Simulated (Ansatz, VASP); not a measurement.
# ZnAu in two plane-wave programs

Aim: how closely do two programs agree when they are given the same cell, functional and k mesh? The cell is taken from a series of VASP runs on this material, whose earlier steps may have relaxed, scaled or displaced it; both programs get it as it stands.

Main program and level: Ansatz 0.2.0; plane waves, with VASP 6.6.1 beside it; relaxation of cell and atoms at PBEsol, spin-orbit coupling.

## Step 1: The starting structure

The structure is cubic, space group Pm-3m (No. 221). The conventional cell has a = 3.125 Å, b = 3.125 Å, c = 3.125 Å, α = 90.00°, β = 90.00°, γ = 90.00°. Au has 8 Zn at 2.71 Å nearest. Zn has 8 Au at 2.71 Å nearest. Farther neighbours are not listed.

## Step 2: VASP: relaxation of cell and atoms, PBEsol, spin-orbit coupling

The relaxed volume is the usual yardstick between codes: its relative difference is about their pressure difference at one cell divided by the bulk modulus.

Lines of VASP's logs that name or quote its potential files are left out, and so is its time.

Input file INCAR:

```
SYSTEM = ZnAu
PREC = Accurate
ENCUT = 450
EDIFF = 1E-06
NELM = 100
ISMEAR = 1
SIGMA = 0.15
LREAL = .FALSE.
ALGO = Normal
GGA = PS
LNONCOLLINEAR = .TRUE.
MAGMOM = 0 0 0 0 0 0
NBANDS = 34
GGA_COMPAT = .FALSE.
LASPH = .TRUE.
LSORBIT = .TRUE.
LMAXMIX = 4
LORBIT = 11
LWAVE = .FALSE.
LCHARG = .FALSE.
KPAR = 4
IBRION = 2
NSW = 50
ISIF = 3
EDIFFG = -0.006
```

Input file POSCAR:

```
ZnAu
1.0
    3.1251878140      0.0000000000      0.0000000000
    0.0000000000      3.1251878140      0.0000000000
    0.0000000000      0.0000000000      3.1251878140
Au Zn
1 1
Direct
    0.0000000000      0.0000000000      0.0000000000
    0.5000000000      0.5000000000      0.5000000000
```

Input file KPOINTS:

```
Automatic mesh
0
Gamma
12 12 12
0 0 0
```

PAW data sets: Au and Zn (PBE family, release 64).

Run with:

```
> mpirun -np 4 vasp_ncl
```

Numbers of over 12 decimals in the logs are rounded to 6 here.

What it wrote:

```text
[banner, memory and clock lines left out]
running    4 mpi-ranks, on    1 nodes
 distrk:  each k-point on    1 cores,    4 groups
 distr:  one band on    1 cores,    1 groups

 POSCAR found type information on POSCAR AuZn
 POSCAR found :  2 types and       2 ions
|                                                                             |
|               ----> ADVICE to this user running VASP <----                  |
|                                                                             |
|     You enforced a specific xc type in the INCAR file but a different       |
|     [... a line on the potential file left out ...]
|     I HOPE YOU KNOW WHAT YOU ARE DOING!                                     |
|                                                                             |

 LDA part: xc-table for (Slater+PW92), standard interpolation
 POSCAR, INCAR and KPOINTS ok, starting setup
 FFT: planning ... GRIDC
 FFT: planning ... GRID_SOFT
 FFT: planning ... GRID
 WAVECAR not read
 entering main loop
       N       E                     dE             d eps       ncg     rms          rms(c)
DAV:   1     0.164705699478E+03    0.16471E+03   -0.98624E+03  5912   0.166E+03
DAV:   2     0.561919176471E+01   -0.15909E+03   -0.14635E+03  5804   0.368E+02
DAV:   3    -0.664003595550E+01   -0.12259E+02   -0.11909E+02  6308   0.105E+02
DAV:   4    -0.684812192775E+01   -0.20809E+00   -0.20780E+00  6558   0.134E+01
DAV:   5    -0.685090829743E+01   -0.27864E-02   -0.27862E-02  6148   0.150E+00    0.104E+01
DAV:   6    -0.628978745473E+01    0.56112E+00   -0.13863E+00  6508   0.151E+01    0.634E+00
DAV:   7    -0.625923130365E+01    0.30556E-01   -0.48019E-02  7656   0.401E+00    0.334E+00
DAV:   8    -0.624930004928E+01    0.99313E-02   -0.87737E-03  6488   0.108E+00    0.108E+00
DAV:   9    -0.624922708583E+01    0.72963E-04   -0.74474E-04  6324   0.265E-01    0.884E-02
DAV:  10    -0.624922610029E+01    0.98553E-06   -0.27172E-05  8322   0.104E-01    0.510E-02
DAV:  11    -0.624923049528E+01   -0.43950E-05   -0.11011E-05  7072   0.435E-02    0.101E-02
DAV:  12    -0.624923046875E+01    0.26531E-07   -0.84168E-07  3856   0.187E-02
   1 F= -.62492305E+01 E0= -.62493465E+01  d E =-.624923E+01  mag=     0.0000     0.0000     0.0000
 curvature:   0.00 expect dE= 0.000E+00 dE for cont linesearch  0.000E+00
 trial: gam= 0.00000 g(F)=  0.000E+00 g(S)=  0.141E-05 ort = 0.000E+00 (trialstep = 0.100E+01)
 search vector abs. value=  0.141E-05
 reached required accuracy - stopping structural energy minimisation
```

Parts of OUTCAR (step 2):

```text
ion  position               nearest neighbor table
   1  0.000  0.000  0.000-   2 2.71   2 2.71   2 2.71   2 2.71   2 2.71   2 2.71   2 2.71   2 2.71

  LATTYP: Found a simple cubic cell.
 ALAT       =     3.1251878140

 Subroutine GETGRP returns: Found 48 space group operations
 (whereof 48 operations were pure point group operations)

The static configuration has the point symmetry O_h .

 Found     84 irreducible k-points:

   k-points           NKPTS =     84   k-points in BZ     NKDIM =     84   number of bands    NBANDS=     34

   dimension x,y,z NGX =    24 NGY =   24 NGZ =   24
   dimension x,y,z NGXF=    48 NGYF=   48 NGZF=   48

   ENCUT  =  450.0 eV  33.07 Ry    5.75 a.u.   5.41  5.41  5.41*2*pi/ulx,y,z

   NELECT =      23.0000    total number of electrons

 k-points in reciprocal lattice and weights: Automatic mesh
   0.00000000  0.00000000  0.00000000       0.001
   0.08333333  0.00000000  0.00000000       0.003
   0.16666667  0.00000000  0.00000000       0.003
   0.25000000  0.00000000  0.00000000       0.003
   0.33333333  0.00000000  0.00000000       0.003
   0.41666667  0.00000000  0.00000000       0.003
   0.50000000  0.00000000  0.00000000       0.002
   0.08333333  0.08333333  0.00000000       0.007
   0.16666667  0.08333333  0.00000000       0.014
[...]
0.50000000  0.50000000  0.41666667       0.003
   0.50000000  0.50000000  0.50000000       0.001

 average (electrostatic) potential at core
       1 -67.0119       2 -32.4388

 E-fermi :   7.2290

 k-point     1 :       0.0000    0.0000    0.0000
  band No.  band energies     occupation
    ...
     18       3.2918      1.00000
     19       3.2918      1.00000
     20       3.2918      1.00000
     21       4.0355      1.00000
     22       4.0355      1.00000
     23      11.3297      0.00000
     24      11.3297      0.00000
     25      12.5094      0.00000
     26      12.5094      0.00000
     27      12.5094      0.00000
    ...

 k-point     2 :       0.0833    0.0000    0.0000
  band No.  band energies     occupation
    ...
     18       3.2086      1.00000
     19       3.2550      1.00000
     20       3.2550      1.00000
     21       3.9632      1.00000
     22       3.9632      1.00000
     23      10.9518      0.00000
     24      10.9518      0.00000
     25      12.1782      0.00000
     26      12.1782      0.00000
     27      12.7518      0.00000
    ...

 k-point     3 :       0.1667    0.0000    0.0000
  band No.  band energies     occupation
    ...
     18       3.0026      1.00000
     19       3.1357      1.00000
     20       3.1357      1.00000
     21       3.8007      1.00000
     22       3.8007      1.00000
     23       9.3900     -0.00000
     24       9.3900     -0.00000
     25      12.6546      0.00000
     26      12.6546      0.00000
     27      13.4352      0.00000
    ...

  Total       -0.0044200     -0.0044200     -0.0044200      0.0000000     -0.0000000     -0.0000000
  in kB       -0.2320096     -0.2320096     -0.2320096      0.0000000     -0.0000000     -0.0000000
  external PRESSURE =      -0.2320096 kB  Pullay stress =       0.0000000 kB

  energy-cutoff  :      450.00
  volume of cell :       30.52
      direct lattice vectors                 reciprocal lattice vectors
     3.125187814  0.000000000  0.000000000     0.319980769  0.000000000  0.000000000
     0.000000000  3.125187814  0.000000000     0.000000000  0.319980769  0.000000000
     0.000000000  0.000000000  3.125187814     0.000000000  0.000000000  0.319980769

 POSITION                                       TOTAL-FORCE (eV/Angst)
 -----------------------------------------------------------------------------------
      0.00000      0.00000      0.00000         0.000000      0.000000      0.000000
      1.56259      1.56259      1.56259         0.000000      0.000000      0.000000
 -----------------------------------------------------------------------------------
    total drift:                                0.000000     -0.000000     -0.000000

  FREE ENERGIE OF THE ION-ELECTRON SYSTEM (eV)
  ---------------------------------------------------
  free  energy   TOTEN  =        -6.2492304687 eV

  energy  without entropy=       -6.2495785260  energy(sigma->0) =       -6.24934649

 reached required accuracy - stopping structural energy minimisation

 Spin-Orbit-Coupling matrix elements
 Ion:    1  E_soc:     -0.5862123
 Ion:    2  E_soc:     -0.0094692

 total charge
# of ion       s       p       d       tot
------------------------------------------
    1        0.620   0.424   8.688   9.732
    2        0.528   0.471   9.771  10.770
--------------------------------------------------
tot          1.148   0.894  18.459  20.502

 magnetization (x)
# of ion       s       p       d       tot
------------------------------------------
    1        0.000  -0.000   0.000  -0.000
    2        0.000  -0.000  -0.000  -0.000
--------------------------------------------------
tot          0.000  -0.000  -0.000  -0.000

 magnetization (y)
# of ion       s       p       d       tot
------------------------------------------
    1       -0.000  -0.000  -0.000  -0.000
    2        0.000  -0.000   0.000  -0.000
--------------------------------------------------
tot         -0.000  -0.000   0.000  -0.000

 magnetization (z)
# of ion       s       p       d       tot
------------------------------------------
    1        0.000   0.000  -0.000   0.000
    2       -0.000  -0.000   0.000   0.000
--------------------------------------------------
tot          0.000  -0.000   0.000   0.000

[... 3 further parts left out ...]
```

CONTCAR:

```
ZnAu
   1.00000000000000
     3.1251878139999998    0.0000000000000000    0.0000000000000000
     0.0000000000000000    3.1251878139999998    0.0000000000000000
     0.0000000000000000    0.0000000000000000    3.1251878139999998
  Au              Zn
     1     1
Direct
     0.0000000000000000    0.0000000000000000    0.0000000000000000
     0.5000000000000000    0.5000000000000000    0.5000000000000000
```

This run has no spin polarisation. Its electron count is odd, so without a moment it is a metal by construction.

## Step 3: Ansatz: relaxation of cell and atoms, PBEsol, spin-orbit coupling

Ansatz runs on its fully relativistic PAW (standard-fr) files.

The same cell, functional, mesh and smearing now go to Ansatz, which takes its cutoff from its data sets.

Input file input.yaml:

```yaml
crystal:
  lattice:
    - [3.125187814, 0.0, 0.0]
    - [0.0, 3.125187814, 0.0]
    - [0.0, 0.0, 3.125187814]
  atoms:
    - { symbol: Au, position: [0.0, 0.0, 0.0] }
    - { symbol: Zn, position: [0.5, 0.5, 0.5] }
hamiltonian:
  xc: pbesol
  pseudopotentials: { kind: paw_fr }
magnetization:
  noncollinear: true
  spin_orbit: true
kpoints:
  mp_grid: { grid: [12, 12, 12] }
scf:
  occupations: { method: methfessel_paxton, width: 0.15 }
relax:
  f_tol: 0.01
  max_steps: 60
  cell: { stress_tol: 0.05 }
output:
  forces: true
  stress: true
```

Run with:

```
> ansatz run input.yaml --threads 4 --pin off --max-ram 9216MiB --backend cpu --events-out ev --progress --plain --runs-dir out
```

What it wrote:

```text
Engine: ansatz 0.2.0, aarch64-unknown-linux-gnu
Pseudopotentials: kind: paw_fr
Pseudopotential: Au, paw_fr, valence charge 19, recommended cutoff 420 eV (normal), Au.paw.azcp#standard-fr
Pseudopotential: Zn, paw_fr, valence charge 12, recommended cutoff 420 eV (normal), Zn.paw.azcp#standard-fr
Functional definition: PBEsol
  exchange = pbesol_x
  correlation = pbesol_c
non-collinear run that drives no moment, with spin-orbit: no starting moment large enough to seed its density (crystal.atoms[].spin), no starting occupations that ask for one, no magnetisation constraint and no magnetic field, so the semilocal B_xc is pinned to zero
Crystal: 2 atoms, lattice volume = 30.523 Å³
Basis set: ecut = 420 eV, 619 PW (Γ), exchange–correlation on 48×48×48 points (8 copies of the dense FFT grid, shifted against one another)
Bands: 40, of which v1, the nominal top of the filled ones, is band 31 counted from 1 (30 counted from 0)
Symmetry: 48 space group operations + 48 with time reversal
Magnetic group: BNS 221.93 (UNI 1595), of the structure as read, at distance tolerance 3.1e-5 Å
k-points: 84 of 1728
Projection manifold: j_resolved (fully-relativistic pseudo-atomic orbitals)
Non-local potential: Au, projectors of the file, l = 0: 3, l = 1: 4, l = 2: 4, l = 3: 2
Non-local potential: Zn, projectors of the file, l = 0: 2, l = 1: 4, l = 2: 6, l = 3: 2
PAW form: soft (Blöchl's): semilocal exchange-correlation on the pseudo side does not see the compensation charge
PAW frozen core: Au, regenerated for the run's functional, and the local potential with it (the file was generated under x = pbe(κ = 0.804, μ = 0.219515), c = pbe(β = 0.066725))
PAW frozen core: Zn, regenerated for the run's functional, and the local potential with it (the file was generated under x = pbe(κ = 0.804, μ = 0.219515), c = pbe(β = 0.066725))
PAW one-centre angular grid: Au, 590 points (default); XC on 64 Gauss nodes
PAW one-centre angular grid: Zn, 590 points (default); XC on 64 Gauss nodes
Initial density: superposition of atomic densities (chi_scale 0.1, normalization cell, long waves kept (reshape's long-wave potential 0.00 eV rms))
Initial wavefunctions: pseudopotential atomic-orbital guess
Functional: x = pbesol(κ = 0.804, μ = 0.123457), c = pbesol(β = 0.046)
SCF iter   1: F=—  HF=-16328.070624 eV  |F-HF|=—  |Δ(HF+E_count)|=         —  Δρ=1.63e-1  dr2=1.10e1  dr2_m=0.00e0 (ungated)  ethr=3.10e-3  |M|=0.00e0 ∫|m|=0.00e0 μB  |m|>n=0.0e0 m-floor=0.0e0 τ_xc=0.0e0  β_m=0.30  ⟨swp⟩=7.5  Hψ=8051  notcnv=0  defer=2
preconditioner: auto → none  [insulator: Δε(μ)=0.104 eV  Ē_g=13.299 eV  σ=0.150 eV  W_gap=0.55  n_scr=6 (ndim 8)  ℏωp=32.2 eV  f_vac=0.000  D(μ)=0.89/eV (n_scr^D=6)  ε∞_Penn≈6.9]
SCF iter   2: F=—  HF=-16325.364540 eV  |F-HF|=—  |Δ(HF+E_count)|=    2.71e0  S|Δr|=    0.00e0  Δρ=2.82e-2  dr2=1.10e-1  dr2_m=0.00e0 (ungated)  ethr=3.10e-3  |M|=0.00e0 ∫|m|=0.00e0 μB  |m|>n=0.0e0 m-floor=0.0e0 τ_xc=0.0e0  β_m=0.29  ⟨swp⟩=3.0  Hψ=3763  notcnv=0  defer=302
SCF iter   3: F=—  HF=-16325.302314 eV  |F-HF|=—  |Δ(HF+E_count)|=   6.22e-2  S|Δr|=    0.00e0  Δρ=2.02e-2  dr2=4.16e-2  dr2_m=0.00e0 (ungated)  ethr=3.54e-4  |M|=0.00e0 ∫|m|=0.00e0 μB  |m|>n=0.0e0 m-floor=0.0e0 τ_xc=0.0e0  β_m=0.42  ⟨swp⟩=2.0  Hψ=3099  notcnv=0  defer=312
SCF iter   4: F=—  HF=-16325.286108 eV  |F-HF|=—  |Δ(HF+E_count)|=   1.62e-2  S|Δr|=    0.00e0  Δρ=6.12e-3  dr2=6.51e-3  dr2_m=0.00e0 (ungated)  ethr=1.34e-4  |M|=0.00e0 ∫|m|=0.00e0 μB  |m|>n=0.0e0 m-floor=0.0e0 τ_xc=0.0e0  β_m=0.43  ⟨swp⟩=2.2  Hψ=2546  notcnv=0  defer=314
SCF iter   5: F=—  HF=-16325.285069 eV  |F-HF|=—  |Δ(HF+E_count)|=   1.04e-3  S|Δr|=    0.00e0  Δρ=1.39e-3  dr2=4.67e-4  dr2_m=0.00e0 (ungated)  ethr=2.10e-5  |M|=0.00e0 ∫|m|=0.00e0 μB  |m|>n=0.0e0 m-floor=0.0e0 τ_xc=0.0e0  β_m=0.72  ⟨swp⟩=2.0  Hψ=2702  notcnv=0  defer=314
SCF iter   6: F=—  HF=-16325.285506 eV  |F-HF|=—  |Δ(HF+E_count)|=   4.38e-4  S|Δr|=    0.00e0  Δρ=4.53e-4  dr2=9.12e-5  dr2_m=0.00e0 (ungated)  ethr=1.51e-6  |M|=0.00e0 ∫|m|=0.00e0 μB  |m|>n=0.0e0 m-floor=0.0e0 τ_xc=0.0e0  β_m=0.70  ⟨swp⟩=2.0  Hψ=2820  notcnv=0  defer=314
SCF iter   7: F=—  HF=-16325.285482 eV  |F-HF|=—  |Δ(HF+E_count)|=   2.40e-5  S|Δr|=    0.00e0  Δρ=7.85e-5  dr2=2.65e-6  dr2_m=0.00e0 (ungated)  ethr=2.94e-7  |M|=0.00e0 ∫|m|=0.00e0 μB  |m|>n=0.0e0 m-floor=0.0e0 τ_xc=0.0e0  β_m=0.85  ⟨swp⟩=2.0  Hψ=1994  notcnv=0  defer=314
SCF iter   8: F=-16325.285482 eV  HF=-16325.285482 eV  |F-HF|=1.80e-8  |Δ(HF+E_count)|=   6.59e-7  S|Δr|=    0.00e0  Δρ=8.22e-6  dr2=2.31e-8  dr2_m=0.00e0 (ungated)  ethr=3.23e-10  |M|=0.00e0 ∫|m|=0.00e0 μB  |m|>n=0.0e0 m-floor=0.0e0 τ_xc=0.0e0  ⟨swp⟩=3.0  Hψ=6761  notcnv=0
SCF 1 converged in 8 iterations: F = -16325.285482 eV  dr2 = 2.31e-8
  greatest PAW one-centre occupation: 1.001 electrons in one spin orbital (limit 2), on the Au atom at site 0 (counted from 0), in its partial waves of l = 0
relax step   1: F+E_penalty+E_count = -16325.28548154 eV  Δ(F+E_penalty+E_count) = +0.000e0 eV  max|allowed force component| = 6.574e-29 eV/Å  Δτ_max = 0.0000 Å  P = -0.386 GPa  Ω = 30.523 Å³  (8 SCF iters, dr2 threshold 1.00e-7 eV, accepted)
[...]
relax step   2: F+E_penalty+E_count = -16325.28562190 eV  Δ(F+E_penalty+E_count) = -1.404e-4 eV  max|allowed force component| = 3.418e-30 eV/Å  Δτ_max = 0.0000 Å  P = +0.207 GPa  Ω = 30.399 Å³  energy of the carried Pulay correction = +7.002e-5 eV  (5 SCF iters, dr2 threshold 2.00e-7 eV, accepted)
[...]
relax step   3: F+E_penalty+E_count = -16325.28562513 eV  Δ(F+E_penalty+E_count) = -3.234e-6 eV  max|allowed force component| = 4.733e-30 eV/Å  Δτ_max = 0.0000 Å  P = -0.001 GPa  Ω = 30.442 Å³  energy of the carried Pulay correction = +4.562e-5 eV  (4 SCF iters, dr2 threshold 1.07e-7 eV, accepted)
[...]
relax step   4: F+E_penalty+E_count = -16325.28557253 eV  Δ(F+E_penalty+E_count) = +5.260e-5 eV  max|allowed force component| = 1.709e-30 eV/Å  Δτ_max = 0.0000 Å  P = -0.000 GPa  Ω = 30.442 Å³  stress off target by 3.64e-4 GPa  SCF on the basis re-selected at this cell (its energy is not comparable with the rows above)  (5 SCF iters)
basis re-selected at this cell: Δ(F+E_penalty+E_count) = +5.260e-5 eV, ΔP = +0.000 GPa vs the last step (what re-selecting the basis moved, of the pressure what is left beyond the Pulay correction that the steps carried, after the strain that the cell walked since its last selection, with what the two solves' SCF thresholds leave and, on support functions, any second-order correction that the steps lacked; it is no m [...]
SCF converged after 5 iterations
Stability not checked: this state was not tested for a lower state beside it, because cold or Methfessel-Paxton smearing, or corrected tetrahedra, fill the levels in a way that the test cannot read (fill_not_monotonic; see scf.lower_state_search)
Magnetization: |M| = 0.0000 μB,  M = (+0.0000, +0.0000, +0.0000) μB
Absolute magnetization: 0.0000 μB (∫|m|)
  site 0: m = (+0.0000, +0.0000, +0.0000) μB, |m| = 0.0000 μB  (R = 1.12 Å)
  site 1: m = (+0.0000, +0.0000, +0.0000) μB, |m| = 0.0000 μB  (R = 1.12 Å)
Free energy (F): -16325.285573 eV
Harris-Foulkes:  -16325.285573 eV  (|F-HF|=0.00e0)
Internal energy: -16325.286030 eV  (E = F + TS)
E sigma→0 (E₀):  -16325.285687 eV
Entropy (-TS):   0.000457 eV (0.229 meV/atom)
Fermi energy:    17.476044 eV
--- Per-component energies (eV) ---
  E_band       = -164.410111
  E_kinetic    = 736.923228
  E_local      = -3196.067786  (includes V_loc(G=0)·N_el)
  E_nonlocal   = 676.972334
  E_hartree    = 1349.513571
  E_xc         = -364.007045
  E_vxc        = -329.445650  (∫ρ·V_xc dr)
  E_paw        = -11382.639349  (= ΣΔE_a)
  E_vpaw       = -751.820216  (= ΣTr[D̂ρ^β])
  E_aug_tail   = 0.000847  (compensation charges beyond the density's cutoff)
  E_ewald      = -4147.096780
  E_core_change = 1.114951  (= ΣΔE_core)
  E_smearing   = 0.000457  (= −TS)
  E_closure    = 0.000000  (closes the sum)
  Σ components = -16325.285573   (vs F -16325.285573, Δ=0.00e0)
--- Forces (eV/Å), atoms counted from 1 ---
  atom   1  Au    -0.00000000     0.00000000    -0.00000000
  atom   2  Zn     0.00000000     0.00000000     0.00000000
  max |Σ_I F_I| component: 3.94e-30 eV/Å
--- Stress (GPa, compression-positive) ---
       -0.000364       0.000000      -0.000000
        0.000000      -0.000364       0.000000
       -0.000000       0.000000      -0.000364
  P = ⅓ Tr σ = -0.0004 GPa (-0.004 kbar)
--- Relaxed structure (3 steps of the walk, 3 accepted, 1 SCFs on fresh bases) ---
  F+E_penalty+E_count = -16325.28557253 eV   max|allowed force component| = 1.709e-30 eV/Å   (the final SCF, on the basis selected at the relaxed cell)
  cell:  # Å, volume = 30.4423 Å³
    - [3.122428, 0, 0.0]
    - [0, 3.122428, 0]
    - [0.0, 0, 3.122428]
  atoms:
    - { symbol: Au, position: [0, 0, 0] }
    - { symbol: Zn, position: [0.5, 0.5, 0.5] }
```

Run time: 14 s. Hardware: 4 threads of Arm Neoverse V2, shared host; peak memory 0.58 GiB; 53 s of CPU time.

## Step 4: Comparison

Known differences besides the potentials themselves: spin-orbit coupling enters by fully relativistic files in Ansatz and inside the spheres in VASP; both relaxations stop at a tolerance, which leaves soft axes loose, and VASP keeps its plane-wave basis; the data sets hold 31 valence electrons in Ansatz (fully relativistic PAW (standard-fr) files) and 23 in VASP; the cutoff is 420 eV in Ansatz and 450 eV in VASP; Ansatz makes its cores anew for this functional, VASP keeps those of its PBE data sets; Ansatz adds a Pulay correction to the stress that steers its cell, VASP none. Total energies have different zeros and are not compared.

The two programs side by side:

| quantity | Ansatz | VASP | difference |
| --- | --- | --- | --- |
| volume (Å³) | 30.44 | 30.52 | -0.26 % |
| edge a after relaxation, in the typed setting (Å) | 3.122 | 3.125 | -0.09 % |

The walks stopped with 0.00 GPa left in Ansatz and -0.02 GPa in VASP; each walk ends within a tolerance, so the volume difference is uncertain by about these residues over the bulk modulus, most in soft cells.

## Step 5: Results

```yaml
difference_in_volume_relaxation_of_cell_and_atoms_pbesol_spin_orbit_coupling: -0.26 %
```

In words: The difference in volume is -0.26 % (relaxation of cell and atoms, PBEsol, spin-orbit coupling), within the 1.2 % picked in this series as the mark of a large difference, as far as the stopping tolerances let one tell. Such differences can come from data sets, numerical settings and the points named under the comparisons, not from the functional's error against experiment.

[Lines on the potential files, build, host, timing and source positions are cut from VASP's logs without a mark.]

[Logs are printed without paths, hosts, clocks, repeated set-up lines and the standing remarks that a program may print on its own settings, such as how far it seeks lower states.]

[Hosts, paths, dates, database ids (printed as entryN), source tags and the programs' standing remarks are cut or masked in the printed files.]
